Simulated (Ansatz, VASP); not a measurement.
**Cu (generalised stacking fault on (111) of Cu): VASP beside Ansatz**

One calculation is typed for both programs; each brings its own data sets. How far apart do they land? Of the first pair: The structure shown is the end of the Ansatz relaxation below.

Program: Ansatz 0.2.0. Level of theory: plane waves, with VASP 6.6.1 beside it; single point at PBE and single point at PBEsol. Results are calculated unless marked as measured.

## Step 1: The structure

The cell holds 12 atoms: 12 Cu. Cell: a = 2.570 Å, b = 2.570 Å, c = 25.184 Å, α = 90.0°, β = 90.0°, γ = 120.0°. It derives from Cu. 48 atoms of Cu, stacked on (1 1 1); one fault a cell: the periodic image above is shifted rigidly by 0.000 A along the in-plane vector of length 4.452 A (<112> type); atoms relaxed along the normal alone with the MACE-MP-0b2 potential. Lattice constants are starting values near those of PBE. Folded to one surface cell (a quarter of the atoms). The structure's axis is c.

## Step 2: Ansatz: relaxation, PBE

Ansatz runs on its default PAW (the set named soft_2) files.

This run makes the geometry at which the two programs are then compared.

File input.yaml:

```yaml
crystal:
  lattice:
    - [2.57034, 0.0, 0.0]
    - [-1.28516, 2.22598, 0.0]
    - [0.0, 0.0, 25.18402]
  atoms:
    - { symbol: Cu, position: [0.0, 0.0, 0.19854] }
    - { symbol: Cu, position: [0.33334, 0.66666, 0.28187] }
    - { symbol: Cu, position: [0.66666, 0.33334, 0.36521] }
    - { symbol: Cu, position: [0.0, 0.0, 0.44854] }
    - { symbol: Cu, position: [0.33334, 0.66666, 0.53187] }
    - { symbol: Cu, position: [0.66666, 0.33334, 0.61521] }
    - { symbol: Cu, position: [0.0, 0.0, 0.69854] }
    - { symbol: Cu, position: [0.33334, 0.66666, 0.78187] }
    - { symbol: Cu, position: [0.66666, 0.33334, 0.86521] }
    - { symbol: Cu, position: [0.0, 0.0, 0.94854] }
    - { symbol: Cu, position: [0.33334, 0.66666, 0.03187] }
    - { symbol: Cu, position: [0.66666, 0.33334, 0.11521] }
kpoints:
  mp_grid: { grid: [12, 12, 1] }
hamiltonian:
  xc: pbe
scf:
  occupations: { method: fermi_dirac, width: 0.1 }
output:
  forces: true
relax:
  f_tol: 0.05
  max_steps: 120
  constraints: [{ sites: [0, 1, 2, 3, 4, 5, 6, 7, 8, 9, 10, 11], fix: xy }]
```

The run is started by

```
> ansatz run input.yaml --threads 6 --pin off --max-ram 102400MiB --backend cuda --events-out ev --progress --plain --runs-dir out
```

Numbers of over 12 decimals in the logs are rounded to 6 here.

The log of the run:

```text
Warning: at least one further symmetry operation maps every atom of the structure, as the run holds it, onto an atom to within 1.63e-5 (fractional), and is not used: to satisfy it, and what else the atoms miss by up to 2.00e-5, twice crystal.symmetry.tolerance (1.0e-5), an atom would have to move by the tolerance or more, and atoms are only ever moved by less. The run uses 16 unitary operations. The run imposes no operation that its atoms and lattice do not hold. Figures that only the operations left out would make equal are not made equal, and some can differ by far more than the structure misses those operations by: [rest of the remark cut]
Engine: ansatz 0.2.0, x86_64-unknown-linux-gnu
Pseudopotentials: kind: paw
Pseudopotential: Cu, paw, valence charge 19, recommended cutoff 420 eV (normal), Cu.paw.azcp
Functional definition: PBE
  parameter kappa = 0.804
  parameter beta = 0.066725
  exchange = pbe_x(kappa = kappa, mu = beta*pi^2/3)
  correlation = pbe_c(beta = beta)
device memory: the entry about to start is reckoned to put 8.8 GiB on a device that reports 62.4 GiB free
GPU FFT provider: cuFFT
GPU libraries: cuBLAS 13.8.2, cuFFT 12.4.0, cuSOLVER 12.3.4
Crystal: 12 atoms, lattice volume = 144.091 Å³
Basis set: ecut = 420 eV, 2887 PW (Γ), exchange–correlation on 36×36×360 points (8 copies of the dense FFT grid, shifted against one another)
Bands: 137, of which v1, the nominal top of the filled ones, is band 114 counted from 1 (113 counted from 0)
Symmetry: 16 space group operations
k-points: 43 of 144
Non-local potential: Cu, projectors of the file, l = 0: 3, l = 1: 2, l = 2: 3, l = 3: 1
PAW form: soft (Blöchl's): semilocal exchange-correlation on the pseudo side does not see the compensation charge
PAW one-centre angular grid: Cu, 590 points (default); XC on 64 Gauss nodes
Initial density: superposition of atomic densities (neutral atoms: chi_scale 0, normalization atom), corrected by the library's trained network
Initial wavefunctions: pseudopotential atomic-orbital guess
GPU buffer pool allocated for 58320 grid points (all kernels)
GPU transforms: local potential and band sums: pruned to the plane-wave sphere, on 18×18×180
Functional: x = pbe(κ = 0.804, μ = 0.219515), c = pbe(β = 0.066725)
SCF iter   1: F=—  HF=-79502.129325 eV  |F-HF|=—  |Δ(HF+E_count)|=         —  Δρ=7.08e-4  dr2=1.37e-4  ethr=1.77e-3  ⟨swp⟩=5.0  Hψ=19010  notcnv=0  defer=327
preconditioner: auto → Kerker (q_TF=auto, 2.945 Å⁻¹)  [metal: Δε(μ)=0.123 eV  Ē_g=10.495 eV  σ=0.100 eV  W_gap=0.28  n_scr=64 (ndim 8)  ℏωp=35.5 eV  f_vac=0.000  D(μ)=4.52/eV (n_scr^D=18)]
SCF iter   2: F=—  HF=-79502.132656 eV  |F-HF|=—  |Δ(HF+E_count)|=   3.33e-3  Δρ=3.96e-4  dr2=4.28e-5  ethr=5.99e-8  ⟨swp⟩=3.2  Hψ=15266  notcnv=0  defer=377
SCF iter   3: F=—  HF=-79502.132824 eV  |F-HF|=—  |Δ(HF+E_count)|=   1.68e-4  Δρ=1.88e-4  dr2=1.09e-5  ethr=1.88e-8  ⟨swp⟩=2.8  Hψ=17664  notcnv=0
iter 4 did not close the SCF: its close was put off for the readings that it lacked (scf_convergence_deferred on its scf_iter line)
SCF iter   4: F=-79502.132866 eV  HF=-79502.132866 eV  |F-HF|=1.75e-7  |Δ(HF+E_count)|=   4.18e-5  Δρ=2.21e-5  dr2=3.35e-7  ethr=4.78e-9  ⟨swp⟩=2.0  Hψ=8143  notcnv=0  defer=377
iter 5 did not close the SCF: its close was put off for the readings that it lacked (scf_convergence_deferred on its scf_iter line)
SCF iter   5: F=-79502.132866 eV  HF=-79502.132866 eV  |F-HF|=1.66e-8  |Δ(HF+E_count)|=   2.02e-7  Δρ=8.02e-6  dr2=5.47e-8  ethr=1.47e-10  ⟨swp⟩=2.0  Hψ=8181  notcnv=0  defer=377
SCF iter   6: F=-79502.132866 eV  HF=-79502.132866 eV  |F-HF|=2.47e-10  |Δ(HF+E_count)|=   1.48e-8  Δρ=1.56e-6  dr2=2.58e-9  ethr=2.40e-11  ⟨swp⟩=1.0  Hψ=13398  notcnv=0
SCF 1 converged in 6 iterations: F = -79502.132866 eV  dr2 = 2.58e-9
  greatest PAW one-centre occupation: 1.000 electrons in one spin orbital (limit 2), on the Cu atom at site 10 (counted from 0), in its partial waves of l = 0
relax step   1: F+E_penalty+E_count = -79502.13286594 eV  Δ(F+E_penalty+E_count) = +0.000e0 eV  max|allowed force component| = 8.777e-4 eV/Å  Δτ_max = 0.0000 Å  (6 SCF iters, dr2 threshold 6.25e-5 eV, accepted)
device memory: the entry about to start is reckoned to put 8.5 GiB (of the 8.8 GiB reckoned in all, the device holds 0.3 GiB already) on a device that reports 78.3 GiB free
GPU FFT provider: cuFFT
GPU libraries: cuBLAS 13.8.2, cuFFT 12.4.0, cuSOLVER 12.3.4
Initial density: handed on by an earlier stage of this run
Initial wavefunctions: those handed on with the density
GPU buffer pool allocated for 58320 grid points (all kernels)
GPU transforms: local potential and band sums: pruned to the plane-wave sphere, on 18×18×180
iter 1 solved again at ethr=1.00e-12 eV; its pass at ethr=3.10e-3 eV (dr2=2.16e-9 eV) is discarded
SCF iter   1: F=—  HF=-79502.132869 eV  |F-HF|=—  |Δ(HF+E_count)|=         —  Δρ=1.55e-6  dr2=2.54e-9  ethr=1.00e-12  ⟨swp⟩=2.0  Hψ=19237  notcnv=0  defer=373
preconditioner: auto → Kerker (q_TF=auto, 2.945 Å⁻¹)  [metal: Δε(μ)=0.124 eV  Ē_g=10.496 eV  σ=0.100 eV  W_gap=0.28  n_scr=64 (ndim 8)  ℏωp=35.5 eV  f_vac=0.000  D(μ)=4.52/eV (n_scr^D=18)]
iter 2 did not close the SCF: its close was put off for the readings that it lacked (scf_convergence_deferred on its scf_iter line)
SCF iter   2: F=-79502.132866 eV  HF=-79502.132866 eV  |F-HF|=6.11e-10  |Δ(HF+E_count)|=   2.99e-6  Δρ=1.15e-6  dr2=1.11e-9  ethr=1.00e-12  ⟨swp⟩=2.0  Hψ=8202  notcnv=0  defer=373
iter 3 did not close the SCF: its close was put off for the readings that it lacked (scf_convergence_deferred on its scf_iter line)
SCF iter   3: F=-79502.132866 eV  HF=-79502.132866 eV  |F-HF|=0.00e0  |Δ(HF+E_count)|=  6.11e-10  Δρ=4.80e-7  dr2=2.53e-10  ethr=1.00e-12  ⟨swp⟩=1.0  Hψ=5355  notcnv=0  defer=373
iter 4 did not close the SCF: its close was put off for the readings that it lacked (scf_convergence_deferred on its scf_iter line)
SCF iter   4: F=-79502.132866 eV  HF=-79502.132866 eV  |F-HF|=1.46e-11  |Δ(HF+E_count)|=  2.91e-11  Δρ=8.70e-8  dr2=5.99e-12  ethr=1.00e-12  ⟨swp⟩=1.0  Hψ=5355  notcnv=0  defer=373
iter 5 did not close the SCF: its close was put off for the readings that it lacked (scf_convergence_deferred on its scf_iter line)
SCF iter   5: F=-79502.132866 eV  HF=-79502.132866 eV  |F-HF|=0.00e0  |Δ(HF+E_count)|=  2.91e-11  Δρ=6.58e-8  dr2=5.05e-12  ethr=1.00e-12  ⟨swp⟩=1.0  Hψ=5355  notcnv=0  defer=373
SCF iter   6: F=-79502.132866 eV  HF=-79502.132866 eV  |F-HF|=2.91e-11  |Δ(HF+E_count)|=    0.00e0  Δρ=1.22e-8  dr2=1.42e-13  ethr=1.00e-12  ⟨swp⟩=1.1  Hψ=11480  notcnv=0
SCF 2 converged in 6 iterations: F = -79502.132866 eV  dr2 = 1.42e-13
  greatest PAW one-centre occupation: 1.000 electrons in one spin orbital (limit 2), on the Cu atom at site 11 (counted from 0), in its partial waves of l = 0
relax step   2: F+E_penalty+E_count = -79502.13286594 eV  Δ(F+E_penalty+E_count) = -2.008e-9 eV  max|allowed force component| = 8.777e-4 eV/Å  Δτ_max = 0.0000 Å  (6 SCF iters, accepted)
SCF converged after 6 iterations
Free energy (F): -79502.132866 eV
Harris-Foulkes:  -79502.132866 eV  (|F-HF|=2.91e-11)
Internal energy: -79501.986596 eV  (E = F + TS)
E sigma→0 (E₀):  -79502.059731 eV
Entropy (-TS):   -0.146270 eV (-12.189 meV/atom)
Fermi energy:    16.360987 eV
--- Per-component energies (eV) ---
  E_band       = -4383.523269
  E_kinetic    = 3596.711851
  E_local      = -48967.691778  (includes V_loc(G=0)·N_el)
  E_nonlocal   = 4678.733722
  E_hartree    = 21558.917457
  E_xc         = -1073.369842
  E_vxc        = -1385.066317  (∫ρ·V_xc dr)
  E_paw        = -19955.566504  (= ΣΔE_a)
  E_vpaw       = -5424.048643  (= ΣTr[D̂ρ^β])
  E_aug_tail   = 0.003043  (compensation charges beyond the density's cutoff)
  E_ewald      = -39339.724545
  E_smearing   = -0.146270  (= −TS)
  E_closure    = -0.000000  (closes the sum)
  Σ components = -79502.132866   (vs F -79502.132866, Δ=0.00e0)
--- Forces (eV/Å), atoms counted from 1 ---
  atom   1  Cu    -0.00000000    -0.00000000    -0.00000000
  atom   2  Cu    -0.00005792     0.00003344     0.00087774
  atom   3  Cu     0.00005792    -0.00003344    -0.00087774
  atom   4  Cu    -0.00000000     0.00000000     0.00000000
  atom   5  Cu    -0.00005792     0.00003344     0.00087774
  atom   6  Cu     0.00005792    -0.00003344    -0.00087774
  atom   7  Cu     0.00000000    -0.00000000    -0.00000000
  atom   8  Cu    -0.00005792     0.00003344     0.00087774
  atom   9  Cu     0.00005792    -0.00003344    -0.00087774
  atom  10  Cu     0.00000000     0.00000000     0.00000000
  atom  11  Cu    -0.00005792     0.00003344     0.00087774
  atom  12  Cu     0.00005792    -0.00003344    -0.00087774
  max |Σ_I F_I| component: 1.36e-20 eV/Å
--- Relaxed structure (2 steps of the walk, 2 accepted, 0 SCFs on fresh bases) ---
  F+E_penalty+E_count = -79502.13286594 eV   max|allowed force component| = 8.777e-4 eV/Å
  atoms:
    - { symbol: Cu, position: [0.0, 0.0, 0.19854] }
    - { symbol: Cu, position: [0.333340, 0.666660, 0.281870] }
    - { symbol: Cu, position: [0.66666, 0.333340, 0.365210] }
    - { symbol: Cu, position: [0.0, 0.0, 0.448540] }
    - { symbol: Cu, position: [0.333340, 0.666660, 0.53187] }
    - { symbol: Cu, position: [0.66666, 0.333340, 0.615210] }
    - { symbol: Cu, position: [0.0, 0.0, 0.698540] }
    - { symbol: Cu, position: [0.333340, 0.666660, 0.78187] }
    - { symbol: Cu, position: [0.66666, 0.333340, 0.865210] }
    - { symbol: Cu, position: [0.0, 0.0, 0.948540] }
    - { symbol: Cu, position: [0.333340, 0.666660, 0.03187] }
    - { symbol: Cu, position: [0.66666, 0.333340, 0.115210] }
```

## Step 3: VASP: single point, PBE

The same cell, functional, mesh and smearing now go to VASP, with its own data sets.

Lines of VASP's logs that name or quote its potential files are left out, and so is its time.

File INCAR:

```
SYSTEM = Cu
PREC = Accurate
ENCUT = 520
EDIFF = 1E-06
NELM = 120
ISMEAR = -1
SIGMA = 0.1
LREAL = .FALSE.
ALGO = Normal
GGA = PE
NBANDS = 81
LASPH = .TRUE.
LORBIT = 11
LWAVE = .FALSE.
LCHARG = .FALSE.
ISIF = 2
GGA_COMPAT = .FALSE.
KPAR = 2
```

File POSCAR:

```
Cu
1.0
    2.5703380000     -0.0000010000      0.0000000000
   -1.2851600000      2.2259830000      0.0000000000
    0.0000000000      0.0000000000     25.1840200000
Cu
12
Direct
    0.0000000000      0.0000000000      0.1985400000
    0.3333333333      0.6666666667      0.2818733333
    0.6666666667      0.3333333333      0.3652066667
    0.0000000000      0.0000000000      0.4485400000
    0.3333333333      0.6666666667      0.5318733333
    0.6666666667      0.3333333333      0.6152066667
    0.0000000000      0.0000000000      0.6985400000
    0.3333333333      0.6666666667      0.7818733333
    0.6666666667      0.3333333333      0.8652066667
    0.0000000000      0.0000000000      0.9485400000
    0.3333333333      0.6666666667      0.0318733333
    0.6666666667      0.3333333333      0.1152066667
```

File KPOINTS:

```
Automatic mesh
0
Gamma
12 12 1
0 0 0
```

PAW data sets: Cu (PBE family, release 64).

The run is started by

```
> mpirun -np 2 vasp_std
```

The log of the run:

```text
[banner, memory and clock lines left out]
running    2 mpi-ranks, on    1 nodes
 distrk:  each k-point on    1 cores,    2 groups
 distr:  one band on    1 cores,    1 groups

 POSCAR found type information on POSCAR Cu
 POSCAR found :  1 types and      12 ions
 LDA part: xc-table for (Slater+PW92), standard interpolation
 POSCAR, INCAR and KPOINTS ok, starting setup
 FFT: planning ... GRIDC
 FFT: planning ... GRID_SOFT
 FFT: planning ... GRID
 WAVECAR not read
 entering main loop
       N       E                     dE             d eps       ncg     rms          rms(c)
DAV:   1     0.133322465012E+04    0.13332E+04   -0.54208E+04  3086   0.292E+03
DAV:   2     0.175257915751E+03   -0.11580E+04   -0.11194E+04  3078   0.562E+02
DAV:   3    -0.427116663283E+02   -0.21797E+03   -0.20173E+03  3094   0.271E+02
DAV:   4    -0.553194320302E+02   -0.12608E+02   -0.12324E+02  3377   0.911E+01
DAV:   5    -0.555445103755E+02   -0.22508E+00   -0.22481E+00  3538   0.138E+01    0.265E+01
DAV:   6    -0.489886490575E+02    0.65559E+01   -0.11068E+02  3476   0.128E+02    0.135E+01
DAV:   7    -0.448768233613E+02    0.41118E+01   -0.19585E+01  3524   0.534E+01    0.135E+00
DAV:   8    -0.448155156207E+02    0.61308E-01   -0.57102E-01  3835   0.620E+00    0.156E+00
DAV:   9    -0.447746450363E+02    0.40871E-01   -0.12077E-01  3427   0.421E+00    0.807E-02
DAV:  10    -0.447751102893E+02   -0.46525E-03   -0.51667E-03  3697   0.441E-01    0.401E-02
DAV:  11    -0.447750805428E+02    0.29747E-04   -0.11089E-04  4276   0.894E-02    0.160E-02
DAV:  12    -0.447750908700E+02   -0.10327E-04   -0.19385E-05  3759   0.441E-02    0.508E-03
DAV:  13    -0.447750915071E+02   -0.63715E-06   -0.17286E-06  2663   0.127E-02
   1 F= -.44775092E+02 E0= -.44702369E+02  d E =-.145445E+00
```

OUTCAR, selected parts (step 3):

```text
ion  position               nearest neighbor table
   1  0.000  0.000  0.199-   2 2.57  12 2.57   2 2.57  12 2.57   2 2.57  12 2.57
   2  0.333  0.667  0.282-   1 2.57   3 2.57   1 2.57   3 2.57   1 2.57   3 2.57
   3  0.667  0.333  0.365-   4 2.57   2 2.57   4 2.57   2 2.57   4 2.57   2 2.57
   4  0.000  0.000  0.449-   5 2.57   3 2.57   5 2.57   3 2.57   5 2.57   3 2.57
   5  0.333  0.667  0.532-   4 2.57   6 2.57   4 2.57   6 2.57   4 2.57   6 2.57
   6  0.667  0.333  0.615-   7 2.57   5 2.57   7 2.57   5 2.57   7 2.57   5 2.57
   7  0.000  0.000  0.699-   8 2.57   6 2.57   8 2.57   6 2.57   8 2.57   6 2.57
   8  0.333  0.667  0.782-   7 2.57   9 2.57   7 2.57   9 2.57   7 2.57   9 2.57
   9  0.667  0.333  0.865-  10 2.57   8 2.57  10 2.57   8 2.57  10 2.57   8 2.57
  10  0.000  0.000  0.949-  11 2.57   9 2.57  11 2.57   9 2.57  11 2.57   9 2.57
  11  0.333  0.667  0.032-  10 2.57  12 2.57  10 2.57  12 2.57  10 2.57  12 2.57
  12  0.667  0.333  0.115-   1 2.57  11 2.57   1 2.57  11 2.57   1 2.57  11 2.57

  LATTYP: Found a hexagonal cell.
 ALAT       =     2.5703380000
 C/A-ratio  =     9.7979409712

 Subroutine GETGRP returns: Found 12 space group operations
 (whereof  6 operations were pure point group operations)

The static configuration has the point symmetry C_3v.
 The point group associated with its full space group is D_3d.

 Found     19 irreducible k-points:

   k-points           NKPTS =     19   k-points in BZ     NKDIM =     19   number of bands    NBANDS=     81

   dimension x,y,z NGX =    20 NGY =   20 NGZ =  192
   dimension x,y,z NGXF=    40 NGYF=   40 NGZF=  384

   ENCUT  =  520.0 eV  38.22 Ry    6.18 a.u.   4.78  4.78 46.83*2*pi/ulx,y,z

   NELECT =     132.0000    total number of electrons

 k-points in reciprocal lattice and weights: Automatic mesh
   0.00000000  0.00000000  0.00000000       0.007
   0.08333333  0.00000000  0.00000000       0.042
   0.16666667  0.00000000  0.00000000       0.042
   0.25000000  0.00000000  0.00000000       0.042
   0.33333333  0.00000000  0.00000000       0.042
   0.41666667  0.00000000  0.00000000       0.042
   0.50000000  0.00000000  0.00000000       0.021
   0.08333333  0.08333333  0.00000000       0.042
   0.16666667  0.08333333  0.00000000       0.083
[...]
0.33333333  0.25000000  0.00000000       0.083
   0.33333333  0.33333333  0.00000000       0.014

 average (electrostatic) potential at core
       1 -63.8724       2 -63.8724       3 -63.8724       4 -63.8724       5 -63.8724
       6 -63.8724       7 -63.8724       8 -63.8724       9 -63.8724      10 -63.8724
      11 -63.8724      12 -63.8724

 E-fermi :   7.3208

 k-point     1 :       0.0000    0.0000    0.0000
  band No.  band energies     occupation
    ...
     68       5.6799      2.00000
     69       5.6799      2.00000
     70       5.7536      2.00000
     71       5.7537      2.00000
     72       6.4273      1.99974
     73      11.0526      0.00000
     74      12.6763      0.00000
     75      12.6763      0.00000
     76      15.8827      0.00000
     77      15.8827      0.00000
    ...

 k-point     2 :       0.0833    0.0000    0.0000
  band No.  band energies     occupation
    ...
     68       5.7426      2.00000
     69       5.8308      2.00000
     70       6.3888      1.99982
     71       6.4639      1.99962
     72       7.2611      1.28995
     73      11.1130      0.00000
     74      12.8095      0.00000
     75      12.8139      0.00000
     76      16.0493      0.00000
     77      16.0545      0.00000
    ...

 k-point     3 :       0.1667    0.0000    0.0000
  band No.  band energies     occupation
    ...
     66       5.7761      2.00000
     67       5.8043      2.00000
     68       6.0422      1.99999
     69       6.3819      1.99983
     70       7.3096      1.05591
     71       7.4417      0.45978
     72       8.5704      0.00001
     73      11.3215      0.00000
     74      13.2310      0.00000
     75      13.2569      0.00000
    ...

  Total        0.1089187      0.1089191     -0.2623366      0.0000004      0.0000000      0.0000000
  in kB        1.2110883      1.2110932     -2.9169728      0.0000044      0.0000000      0.0000000
  external PRESSURE =      -0.1649304 kB  Pullay stress =       0.0000000 kB

  energy-cutoff  :      520.00
  volume of cell :      144.09
      direct lattice vectors                 reciprocal lattice vectors
     2.570338000 -0.000001000  0.000000000     0.389053978  0.224618342  0.000000000
    -1.285160000  2.225983000  0.000000000     0.000000175  0.449239830  0.000000000
     0.000000000  0.000000000 25.184020000     0.000000000  0.000000000  0.039707719

 POSITION                                       TOTAL-FORCE (eV/Angst)
 -----------------------------------------------------------------------------------
      0.00000      0.00000      5.00004        -0.000000      0.000000      0.000000
      0.00001      1.48399      7.09870        -0.000000      0.000000      0.000000
      1.28517      0.74199      9.19737         0.000000      0.000000     -0.000000
      0.00000      0.00000     11.29604         0.000000      0.000000     -0.000000
      0.00001      1.48399     13.39471         0.000000      0.000000      0.000000
      1.28517      0.74199     15.49338         0.000000      0.000000     -0.000000
      0.00000      0.00000     17.59205         0.000000     -0.000000     -0.000000
      0.00001      1.48399     19.69071        -0.000000     -0.000000     -0.000000
      1.28517      0.74199     21.78938         0.000000     -0.000000      0.000000
      0.00000      0.00000     23.88805        -0.000000     -0.000000      0.000000
      0.00001      1.48399      0.80270        -0.000000      0.000000      0.000000
      1.28517      0.74199      2.90137         0.000000     -0.000000      0.000000
 -----------------------------------------------------------------------------------
    total drift:                                0.000003      0.000005     -0.001515

  FREE ENERGIE OF THE ION-ELECTRON SYSTEM (eV)
  ---------------------------------------------------
  free  energy   TOTEN  =       -44.7750915071 eV

  energy  without entropy=      -44.6296462903  energy(sigma->0) =      -44.70236890

 total charge
# of ion       s       p       d       tot
------------------------------------------
    1        0.442   0.371   9.171   9.984
    2        0.442   0.371   9.171   9.984
    3        0.442   0.371   9.171   9.984
    4        0.442   0.371   9.171   9.984
    5        0.442   0.371   9.171   9.984
    6        0.442   0.371   9.171   9.984
    7        0.442   0.371   9.171   9.984
    8        0.442   0.371   9.171   9.984
    9        0.442   0.371   9.171   9.984
   10        0.442   0.371   9.171   9.984
   11        0.442   0.371   9.171   9.984
   12        0.442   0.371   9.171   9.984
--------------------------------------------------
tot          5.305   4.453 110.047 119.805

[... 3 further parts left out ...]
```

The run ends at a pressure of -0.02 GPa.

(Continued in part 2 of 2.)

[Lines on the potential files, build, host, timing and source positions are cut from VASP's logs without a mark.]

[Logs are printed without paths, hosts, clocks, repeated set-up lines and the standing remarks that a program may print on its own settings, such as how far it seeks lower states.]

[Hosts, paths, dates, database ids (printed as entryN), source tags and the programs' standing remarks are cut or masked in the printed files.]
